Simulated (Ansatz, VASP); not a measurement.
## Cross-check of In2Se between VASP and Ansatz

One calculation is typed for both programs; each brings its own data sets. How far apart do they land? The cell is generated by rule, not measured, and may not be a known phase. The cell is taken from a series of runs on this material, whose earlier steps may have relaxed, scaled, displaced or heated it; both programs get it as it stands.

Program: Ansatz 0.2.0. Level of theory: plane waves, with VASP 6.6.1 beside it; single point at PBEsol. Results are calculated unless marked as measured.

The structure was built from a prototype and need not be the compound's stable phase.

## 1. Starting point

It takes space group P4_222 (No. 93, tetragonal). The conventional cell has a = 9.374 Å, b = 9.374 Å, c = 6.628 Å, α = 90.00°, β = 90.00°, γ = 90.00°. Nearest to Se lie 4 In at 2.85 to 2.89 Å. In has 2 Se at 2.89 Å nearest. In has 2 Se at 2.85 Å nearest. Farther neighbours and most contacts between anions are not listed. That group holds within 0.01 Å; judged at 0.001 Å it is P222 (No. 16).

## 2. Ansatz: single point, PBEsol, pair 1

Ansatz runs on its default PAW (the set named soft_2) files.

With cell and atoms fixed, the geometry can't cause a difference; cores, projectors, grids and the points listed under the comparison can.

input.yaml

```yaml
crystal:
  lattice:
    - [-6.6284302234, 0.0, 0.0]
    - [0.0, -6.6284302234, -6.6284302234]
    - [0.0, -6.6284302234, 6.6284302234]
  atoms:
    - { symbol: Se, position: [0.0, 0.5031723328, 0.5028538696] }
    - { symbol: Se, position: [0.0, -0.0031723328, -0.0028538696] }
    - { symbol: Se, position: [0.5, -0.0031723328, 0.5028538696] }
    - { symbol: Se, position: [0.5, 0.5031723328, -0.0028538696] }
    - { symbol: In, position: [0.75, 0.25, 0.4979198626] }
    - { symbol: In, position: [0.75, 0.75, 0.0020801374] }
    - { symbol: In, position: [0.25, 0.0023122599, 0.25] }
    - { symbol: In, position: [0.25, 0.4976877401, 0.75] }
    - { symbol: In, position: [0.25, 0.0023122599, 0.75] }
    - { symbol: In, position: [0.25, 0.4976877401, 0.25] }
    - { symbol: In, position: [0.75, 0.75, 0.4979198626] }
    - { symbol: In, position: [0.75, 0.25, 0.0020801374] }
kpoints:
  mp_grid: { grid: [6, 4, 4] }
hamiltonian:
  xc: pbesol
scf:
  occupations: { method: methfessel_paxton, width: 0.2 }
output:
  forces: true
  stress: true
  eigenvalues: true
```

Started as:

```console
$ ansatz run input.yaml --threads 8 --pin off --max-ram 14336MiB --backend cpu --events-out ev --progress --plain --runs-dir out
```

Numbers of over 12 decimals in the logs are rounded to 6 here.

Log:

```text
Engine: ansatz 0.2.0, aarch64-unknown-linux-gnu
Pseudopotentials: kind: paw
Pseudopotential: Se, paw, valence charge 16, recommended cutoff 420 eV (normal), Se.paw.azcp
Pseudopotential: In, paw, valence charge 13, recommended cutoff 420 eV (normal), In.paw.azcp
Functional definition: PBEsol
  exchange = pbesol_x
  correlation = pbesol_c
Crystal: 12 atoms, lattice volume = 582.455 Å³
Basis set: ecut = 420 eV, 11407 PW (Γ), exchange–correlation on 90×128×128 points (8 copies of the dense FFT grid, shifted against one another)
Bands: 101, of which v1, the nominal top of the filled ones, is band 84 counted from 1 (83 counted from 0)
Symmetry: 4 space group operations
Space group: P222 (ITA 16), of the structure as read, at distance tolerance 8.4e-5 Å
k-points: 36 of 96 (time reversal used)
Non-local potential: Se, projectors of the file, l = 0: 2, l = 1: 2, l = 2: 3, l = 3: 1
Non-local potential: In, projectors of the file, l = 0: 2, l = 1: 2, l = 2: 2, l = 3: 2
PAW form: soft (Blöchl's): semilocal exchange-correlation on the pseudo side does not see the compensation charge
PAW frozen core: Se, regenerated for the run's functional, and the local potential with it (the file was generated under x = pbe(κ = 0.804, μ = 0.219515), c = pbe(β = 0.066725))
PAW frozen core: In, regenerated for the run's functional, and the local potential with it (the file was generated under x = pbe(κ = 0.804, μ = 0.219515), c = pbe(β = 0.066725))
PAW one-centre angular grid: Se, 590 points (default); XC on 64 Gauss nodes
PAW one-centre angular grid: In, 590 points (default); XC on 64 Gauss nodes
Initial density: superposition of atomic densities (neutral atoms: chi_scale 0, normalization atom), corrected by the library's trained network
Initial wavefunctions: pseudopotential atomic-orbital guess
Functional: x = pbesol(κ = 0.804, μ = 0.123457), c = pbesol(β = 0.046)
SCF iter   1: F=—  HF=-65894.314290 eV  |F-HF|=—  |Δ(HF+E_count)|=         —  Δρ=4.97e-3  dr2=4.12e-1  ethr=1.77e-3  ⟨swp⟩=6.3  Hψ=12934  notcnv=0
preconditioner: auto → LDOS  [metal: Δε(μ)=0.029 eV  Ē_g=12.663 eV  σ=0.200 eV  W_gap=0.12  n_scr=104 (ndim 8)  ℏωp=17.4 eV  f_vac=0.169  D(μ)=9.41/eV (n_scr^D=46)  β→1.0]
SCF iter   2: F=—  HF=-65894.268835 eV  |F-HF|=—  |Δ(HF+E_count)|=   4.55e-2  S|Δr|=    0.00e0  Δρ=1.79e-3  dr2=2.95e-2  ethr=2.45e-4  ⟨swp⟩=2.0  Hψ=4596  notcnv=0  defer=2
SCF iter   3: F=—  HF=-65894.269732 eV  |F-HF|=—  |Δ(HF+E_count)|=   8.97e-4  S|Δr|=    0.00e0  Δρ=1.10e-3  dr2=1.12e-2  ethr=1.76e-5  ⟨swp⟩=2.0  Hψ=5715  notcnv=0  defer=2
SCF iter   4: F=—  HF=-65894.267549 eV  |F-HF|=—  |Δ(HF+E_count)|=   2.18e-3  S|Δr|=    0.00e0  Δρ=2.98e-4  dr2=1.20e-3  ethr=6.67e-6  ⟨swp⟩=2.0  Hψ=5720  notcnv=0  defer=2
SCF iter   5: F=—  HF=-65894.267346 eV  |F-HF|=—  |Δ(HF+E_count)|=   2.03e-4  S|Δr|=    0.00e0  Δρ=8.67e-5  dr2=7.93e-5  ethr=7.14e-7  ⟨swp⟩=2.0  Hψ=5640  notcnv=0  defer=2
SCF iter   6: F=—  HF=-65894.267474 eV  |F-HF|=—  |Δ(HF+E_count)|=   1.29e-4  S|Δr|=    0.00e0  Δρ=3.71e-5  dr2=2.13e-5  ethr=4.72e-8  ⟨swp⟩=2.0  Hψ=5735  notcnv=0  defer=2
SCF iter   7: F=—  HF=-65894.267471 eV  |F-HF|=—  |Δ(HF+E_count)|=   3.60e-6  S|Δr|=    0.00e0  Δρ=8.82e-6  dr2=8.49e-7  ethr=1.27e-8  ⟨swp⟩=2.0  Hψ=5629  notcnv=0  defer=2
SCF iter   8: F=-65894.267471 eV  HF=-65894.267471 eV  |F-HF|=5.20e-9  |Δ(HF+E_count)|=   1.98e-7  S|Δr|=    0.00e0  Δρ=2.26e-6  dr2=4.94e-8  ethr=5.95e-11  ⟨swp⟩=11.1  Hψ=15249  notcnv=0
SCF 1 converged in 8 iterations: F = -65894.267471 eV  dr2 = 4.94e-8
  greatest PAW one-centre occupation: 1.000 electrons in one spin orbital (limit 2), on the Se atom at site 3 (counted from 0), in its partial waves of l = 2
SCF converged after 8 iterations
Stability not checked: this state was not tested for a lower state beside it, because cold or Methfessel-Paxton smearing, or corrected tetrahedra, fill the levels in a way that the test cannot read (fill_not_monotonic; see scf.lower_state_search)
Free energy (F): -65894.267471 eV
Harris-Foulkes:  -65894.267471 eV  (|F-HF|=5.20e-9)
Internal energy: -65894.287127 eV  (E = F + TS)
E sigma→0 (E₀):  -65894.272385 eV
Entropy (-TS):   0.019656 eV (1.638 meV/atom)
Fermi energy:    3.268002 eV
Step filling:    the computed levels leave a gap of 0.0149 eV = 0.1 smearing widths at the electron count; against every level under it full and every level over it empty, smearing changes F+E_penalty+E_count by +14.406 meV and its σ→0 estimate by +9.492 meV
--- Per-component energies (eV) ---
  E_band       = -2703.307013
  E_kinetic    = 2384.264492
  E_local      = -25814.642108  (includes V_loc(G=0)·N_el)
  E_nonlocal   = 567.109493
  E_hartree    = 11413.394235
  E_xc         = -2116.917882
  E_vxc        = -1181.199686  (∫ρ·V_xc dr)
  E_paw        = -40103.018486  (= ΣΔE_a)
  E_vpaw       = -1485.626717  (= ΣTr[D̂ρ^β])
  E_aug_tail   = -0.002154  (compensation charges beyond the density's cutoff)
  E_ewald      = -12230.395739
  E_core_change = 5.921022  (= ΣΔE_core)
  E_smearing   = 0.019656  (= −TS)
  E_closure    = -0.000000  (closes the sum)
  Σ components = -65894.267471   (vs F -65894.267471, Δ=0.00e0)
--- Forces (eV/Å), atoms counted from 1 ---
  atom   1  Se     0.00212139    -0.10597406    -0.00533438
  atom   2  Se     0.00212139     0.10597406     0.00533438
  atom   3  Se    -0.00212139     0.00533438     0.10597406
  atom   4  Se    -0.00212139    -0.00533438    -0.10597406
  atom   5  In     0.00000000     0.05629202    -0.05629202
  atom   6  In     0.00000000    -0.06700307     0.06700307
  atom   7  In     0.00000000    -0.06308827    -0.06308827
  atom   8  In     0.00000000     0.07376319     0.07376319
  atom   9  In     0.00000000    -0.07376319    -0.07376319
  atom  10  In     0.00000000     0.06308827     0.06308827
  atom  11  In     0.00000000     0.06700307    -0.06700307
  atom  12  In     0.00000000    -0.05629202     0.05629202
  max |Σ_I F_I| component: 1.39e-17 eV/Å
--- Stress (GPa, compression-positive) ---
       -0.044684      -0.000000       0.000000
       -0.000000      -0.039793      -0.002670
        0.000000      -0.002670      -0.039793
  P = ⅓ Tr σ = -0.0414 GPa (-0.414 kbar)
--- Band table (eV; the first three rows and the last of 36) ---
  k-point 0: bands = [... 80 lower, 2.7924, 2.9508, 2.9829, 3.3928, 3.3928, 3.4145, 4.4226, 4.4328, ... 13 higher]
  k-point 1: bands = [... 80 lower, 2.8698, 3.0875, 3.1344, 3.1526, 3.3023, 3.3342, 4.2145, 4.2192, ... 13 higher]
  k-point 2: bands = [... 80 lower, 2.9498, 2.9826, 3.0982, 3.1568, 3.5113, 3.5205, 3.6391, 3.7744, ... 13 higher]
  k-point 35: bands = [... 80 lower, 2.7173, 2.8071, 2.8170, 2.9046, 4.3683, 4.4144, 4.4203, 4.4845, ... 13 higher]
```

Reading the cycles: dr2 is the Hartree energy of the density residual (eV), the measure of convergence; HF is the Harris–Foulkes estimate of the energy, which meets the free energy F at convergence.

The run ends at a pressure of -0.04 GPa, with forces up to 0.11 eV/Å.

## 3. VASP: single point, PBEsol, pair 1

The same cell, functional, mesh and smearing now go to VASP, with its own data sets.

Lines of VASP's logs that name or quote its potential files are left out, and so is its time.

INCAR

```
SYSTEM = In2Se
PREC = Accurate
ENCUT = 500
EDIFF = 1E-06
NELM = 120
ISMEAR = 1
SIGMA = 0.2
LREAL = .FALSE.
ALGO = Normal
GGA = PS
NBANDS = 79
LORBIT = 11
LWAVE = .FALSE.
LCHARG = .FALSE.
ISIF = 2
LASPH = .TRUE.
GGA_COMPAT = .FALSE.
KPAR = 2
```

POSCAR

```
In2Se
1.0
   -6.6284302234      0.0000000000      0.0000000000
    0.0000000000     -6.6284302234     -6.6284302234
    0.0000000000     -6.6284302234      6.6284302234
Se In
4 8
Direct
    0.0000000000      0.5031723328      0.5028538696
    0.0000000000      0.9968276672      0.9971461304
    0.5000000000      0.9968276672      0.5028538696
    0.5000000000      0.5031723328      0.9971461304
    0.7500000000      0.2500000000      0.4979198626
    0.7500000000      0.7500000000      0.0020801374
    0.2500000000      0.0023122599      0.2500000000
    0.2500000000      0.4976877401      0.7500000000
    0.2500000000      0.0023122599      0.7500000000
    0.2500000000      0.4976877401      0.2500000000
    0.7500000000      0.7500000000      0.4979198626
    0.7500000000      0.2500000000      0.0020801374
```

KPOINTS

```
Automatic mesh
0
Gamma
6 4 4
0 0 0
```

Potentials, in the order of the species: Se and In_d (PBE family, release 64).

Started as:

```console
$ mpirun -np 2 vasp_std
```

Log:

```text
[banner, memory and clock lines left out]
running    2 mpi-ranks, on    1 nodes
 distrk:  each k-point on    1 cores,    2 groups
 distr:  one band on    1 cores,    1 groups

 POSCAR found type information on POSCAR SeIn
 POSCAR found :  2 types and      12 ions
|                                                                             |
|               ----> ADVICE to this user running VASP <----                  |
|                                                                             |
|     You enforced a specific xc type in the INCAR file but a different       |
|     [... a line on the potential file left out ...]
|     I HOPE YOU KNOW WHAT YOU ARE DOING!                                     |
|                                                                             |

 LDA part: xc-table for (Slater+PW92), standard interpolation
 POSCAR, INCAR and KPOINTS ok, starting setup
 FFT: planning ... GRIDC
 FFT: planning ... GRID_SOFT
 FFT: planning ... GRID
 WAVECAR not read
 entering main loop
       N       E                     dE             d eps       ncg     rms          rms(c)
DAV:   1     0.120722815563E+04    0.12072E+04   -0.53981E+04  5688   0.158E+03
DAV:   2     0.140069619609E+03   -0.10672E+04   -0.10382E+04  5720   0.416E+02
DAV:   3    -0.215580527848E+02   -0.16163E+03   -0.15314E+03  6835   0.182E+02
DAV:   4    -0.366251968275E+02   -0.15067E+02   -0.14605E+02  6712   0.525E+01
DAV:   5    -0.372758007459E+02   -0.65060E+00   -0.64913E+00  6767   0.104E+01    0.938E+00
DAV:   6    -0.334160169425E+02    0.38598E+01   -0.61466E+00  7166   0.130E+01    0.473E+00
DAV:   7    -0.335941395207E+02   -0.17812E+00   -0.39044E+00  7223   0.473E+00    0.256E+00
DAV:   8    -0.335313893077E+02    0.62750E-01   -0.72239E-01  7105   0.315E+00    0.163E+00
DAV:   9    -0.335695580722E+02   -0.38169E-01   -0.49889E-01  7690   0.321E+00    0.149E+00
DAV:  10    -0.334841262620E+02    0.85432E-01   -0.88187E-02  7678   0.143E+00    0.667E-01
DAV:  11    -0.334816559420E+02    0.24703E-02   -0.46418E-02  7680   0.556E-01    0.245E-01
DAV:  12    -0.334829330354E+02   -0.12771E-02   -0.45526E-03  6802   0.276E-01    0.151E-01
DAV:  13    -0.334825643954E+02    0.36864E-03   -0.29104E-03  7495   0.233E-01    0.994E-02
DAV:  14    -0.334826057445E+02   -0.41349E-04   -0.59467E-04  6190   0.749E-02    0.110E-01
[...]
DAV:  19    -0.334825351584E+02   -0.48534E-04   -0.29749E-05  7891   0.336E-02    0.150E-01
DAV:  20    -0.334824197099E+02    0.11545E-03   -0.14524E-04  7267   0.964E-02    0.659E-02
DAV:  21    -0.334825413481E+02   -0.12164E-03   -0.12921E-04  7322   0.859E-02    0.138E-01
DAV:  22    -0.334825725402E+02   -0.31192E-04   -0.28242E-05  6462   0.217E-02    0.155E-01
DAV:  23    -0.334824570302E+02    0.11551E-03   -0.91802E-05  7154   0.699E-02    0.958E-02
DAV:  24    -0.334823973740E+02    0.59656E-04   -0.17917E-04  7208   0.707E-02    0.221E-02
DAV:  25    -0.334823960479E+02    0.13261E-05   -0.13501E-05  7353   0.168E-02    0.649E-03
DAV:  26    -0.334823957826E+02    0.26526E-06   -0.35522E-07  3551   0.309E-03
   1 F= -.33482396E+02 E0= -.33488956E+02  d E =0.196805E-01
```

OUTCAR, selected parts (step 3):

```text
ion  position               nearest neighbor table
   1  0.000  0.503  0.503-  11 2.85   8 2.85  10 2.89   5 2.89
   2  0.000  0.997  0.997-   6 2.85   9 2.85   7 2.89  12 2.89
   3  0.500  0.997  0.503-  11 2.85   9 2.85   7 2.89   5 2.89
   4  0.500  0.503  0.997-   6 2.85   8 2.85  10 2.89  12 2.89
   5  0.750  0.250  0.498-   1 2.89   3 2.89
   6  0.750  0.750  0.002-   2 2.85   4 2.85
   7  0.250  0.002  0.250-   2 2.89   3 2.89
   8  0.250  0.498  0.750-   1 2.85   4 2.85
   9  0.250  0.002  0.750-   2 2.85   3 2.85
  10  0.250  0.498  0.250-   1 2.89   4 2.89
  11  0.750  0.750  0.498-   1 2.85   3 2.85
  12  0.750  0.250  0.002-   2 2.89   4 2.89

  LATTYP: Found a simple tetragonal cell.
 ALAT       =     9.3740159192
 C/A-ratio  =     0.7071067812

 Subroutine GETGRP returns: Found  4 space group operations
 (whereof  1 operations were pure point group operations)

The static configuration has the point symmetry C_1 .
 The point group associated with its full space group is D_2 .

 Found     36 irreducible k-points:

   k-points           NKPTS =     36   k-points in BZ     NKDIM =     36   number of bands    NBANDS=     79

   dimension x,y,z NGX =    48 NGY =   70 NGZ =   70
   dimension x,y,z NGXF=    96 NGYF=  140 NGZF=  140

   ENCUT  =  500.0 eV  36.75 Ry    6.06 a.u.  12.09 17.09 17.09*2*pi/ulx,y,z

   NELECT =     128.0000    total number of electrons

 k-points in reciprocal lattice and weights: Automatic mesh
   0.00000000  0.00000000  0.00000000       0.010
   0.16666667  0.00000000  0.00000000       0.021
   0.33333333  0.00000000  0.00000000       0.021
   0.50000000  0.00000000  0.00000000       0.010
   0.00000000  0.25000000  0.00000000       0.021
   0.00000000  0.00000000  0.25000000       0.021
   0.16666667  0.25000000  0.00000000       0.042
   0.16666667  0.00000000  0.25000000       0.042
   0.33333333  0.25000000  0.00000000       0.042
[...]
0.33333333  0.50000000  0.50000000       0.021
   0.50000000  0.50000000  0.50000000       0.010

 average (electrostatic) potential at core
       1 -56.1833       2 -56.1833       3 -56.1833       4 -56.1833       5 -99.5354
       6 -99.5262       7 -99.5340       8 -99.5258       9 -99.5258      10 -99.5340
      11 -99.5262      12 -99.5354

 E-fermi :   1.4929

 k-point     1 :       0.0000    0.0000    0.0000
  band No.  band energies     occupation
    ...
     59      -0.2062      2.00000
     60       1.0005      2.00274
     61       1.0168      2.00389
     62       1.1737      2.04651
     63       1.2056      2.06074
     64       1.6187      0.13462
     65       1.6187      0.13458
     66       1.6402      0.05601
     67       2.6480     -0.00000
     68       2.6581     -0.00000
    ...

 k-point     2 :       0.1667    0.0000    0.0000
  band No.  band energies     occupation
    ...
     62       1.2963      2.04656
     63       1.3552      1.91136
     64       1.4799      1.10994
     65       1.5204      0.76970
     66       1.5250      0.73191
     67       2.4836     -0.00000
     68       2.4933     -0.00000
     69       2.6173     -0.00000
     70       3.2153     -0.00000
     71       3.5982     -0.00000
    ...

 k-point     3 :       0.3333    0.0000    0.0000
  band No.  band energies     occupation
    ...
     60       1.1450      2.03373
     61       1.3215      2.00639
     62       1.3561      1.90815
     63       1.3653      1.87264
     64       1.3971      1.71662
     65       1.5622      0.45092
     66       1.9073     -0.01258
     67       2.1755     -0.00002
     68       2.1879     -0.00001
     69       2.1933     -0.00001
    ...

  Total       -0.1747096     -0.1677376     -0.1677376      0.0000000     -0.0096045      0.0000000
  in kB       -0.4805796     -0.4614015     -0.4614015      0.0000000     -0.0264194      0.0000000
  external PRESSURE =      -0.4677942 kB  Pullay stress =       0.0000000 kB

  energy-cutoff  :      500.00
  volume of cell :      582.45
      direct lattice vectors                 reciprocal lattice vectors
    -6.628430223  0.000000000  0.000000000    -0.150865283  0.000000000  0.000000000
     0.000000000 -6.628430223 -6.628430223     0.000000000 -0.075432641 -0.075432641
     0.000000000 -6.628430223  6.628430223     0.000000000 -0.075432641  0.075432641

 POSITION                                       TOTAL-FORCE (eV/Angst)
 -----------------------------------------------------------------------------------
      0.00000     -6.66837     -0.00211         0.002135     -0.105900     -0.005298
      0.00000    -13.21692      0.00211         0.002135      0.105900      0.005298
     -3.31422     -9.94053     -3.27427        -0.002135      0.005298      0.105900
     -3.31422     -9.94476      3.27427        -0.002135     -0.005298     -0.105900
     -4.97132     -4.95753      1.64332        -0.000000      0.055791     -0.055791
     -4.97132     -4.98511     -4.95753        -0.000000     -0.066450      0.066450
     -1.65711     -1.67243      1.64178        -0.000000     -0.062562     -0.062562
     -1.65711     -8.27021      1.67243        -0.000000      0.073194      0.073194
     -1.65711     -4.98665      4.95600        -0.000000     -0.073194     -0.073194
     -1.65711     -4.95600     -1.64178        -0.000000      0.062562      0.062562
     -4.97132     -8.27175     -1.67090        -0.000000      0.066450     -0.066450
     -4.97132     -1.67090     -1.64332        -0.000000     -0.055791      0.055791
 -----------------------------------------------------------------------------------
    total drift:                                0.000001     -0.000000     -0.000000

  FREE ENERGIE OF THE ION-ELECTRON SYSTEM (eV)
  ---------------------------------------------------
  free  energy   TOTEN  =       -33.4823957826 eV

  energy  without entropy=      -33.5020762586  energy(sigma->0) =      -33.48895594

 total charge
# of ion       s       p       d       tot
------------------------------------------
    1        1.492   2.278   0.019   3.789
    2        1.492   2.278   0.019   3.789
    3        1.492   2.278   0.019   3.789
    4        1.492   2.278   0.019   3.789
    5        1.136   0.256   9.851  11.244
    6        1.122   0.276   9.853  11.251
    7        1.136   0.257   9.851  11.244
    8        1.123   0.275   9.853  11.251
    9        1.123   0.275   9.853  11.251
   10        1.136   0.257   9.851  11.244
   11        1.122   0.276   9.853  11.251
   12        1.136   0.256   9.851  11.244
--------------------------------------------------
tot         15.001  11.242  78.893 105.136

[... 3 further parts left out ...]
```

The run ends at a pressure of -0.05 GPa, with forces up to 0.11 eV/Å.

## 4. Differences

Known differences besides the potentials themselves: the data sets hold 168 valence electrons in Ansatz (on its default PAW (the set named soft_2) files) and 128 in VASP; the cutoff is 420 eV in Ansatz and 500 eV in VASP; Ansatz makes its cores anew for this functional, VASP keeps those of its PBE data sets. Total energies have different zeros and are not compared.

Both answers:

```tsv
quantity	Ansatz	VASP	difference
pressure (GPa)	-0.04	-0.05	+0.01
```

Forces on 7 of the 12 atoms, those with the largest forces and the largest differences (eV/Å; atoms numbered as in POSCAR):

```tsv
atom	Ansatz x, y, z	VASP x, y, z
Se1	0.002, -0.106, -0.005	0.002, -0.106, -0.005
Se2	0.002, 0.106, 0.005	0.002, 0.106, 0.005
Se3	-0.002, 0.005, 0.106	-0.002, 0.005, 0.106
Se4	-0.002, -0.005, -0.106	-0.002, -0.005, -0.106
In8	0.000, 0.074, 0.074	0.000, 0.073, 0.073
In9	0.000, -0.074, -0.074	0.000, -0.073, -0.073
In11	0.000, 0.067, -0.067	0.000, 0.066, -0.066
```

The forces differ by 0.4 meV/Å r.m.s., which is 0.6 % of the r.m.s. force of 0.056 eV/Å (both taken over all components).

(Part 1 of 2 ends here.)

[Lines on the potential files, build, host, timing and source positions are cut from VASP's logs without a mark.]

[Logs are printed without paths, hosts, clocks, repeated set-up lines and the standing remarks that a program may print on its own settings, such as how far it seeks lower states.]

[Hosts, paths, dates, database ids (printed as entryN), source tags and the programs' standing remarks are cut or masked in the printed files.]
